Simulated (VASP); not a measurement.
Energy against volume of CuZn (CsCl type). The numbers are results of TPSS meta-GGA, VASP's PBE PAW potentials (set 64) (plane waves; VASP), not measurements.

```tsv
V (Å³/atom)	E (eV/atom)
11.680	-10.45906
12.052	-10.47936
12.425	-10.48819
12.798	-10.48755
13.171	-10.47908
```

Question: Fit a third-order Birch-Murnaghan equation of state.

Answer: 
| Property | Value |
|---|---|
| volume per atom | 12.58 Å³/atom |
| bulk modulus | 1270 kbar |
| pressure derivative of the bulk modulus | 5.44 |
| lattice constant a | 293.0 pm |

Measured: bulk modulus 116 GPa (computed value off by +9.1 %), as given by Niraj K. Nepal et al., Physical Review B (2020), arXiv:2007.11150; a 2.958 Å (computed value off by -0.9 %), as given by First-Principles Study on the Electrical and Thermal Conductivities of Cu–Zn Binary Alloys. The calculation is for a static lattice, while the measured bulk modulus, a hold thermal and zero-point effects, which are part of the difference.

The compound is CuZn in the CsCl type structure. It was relaxed first.
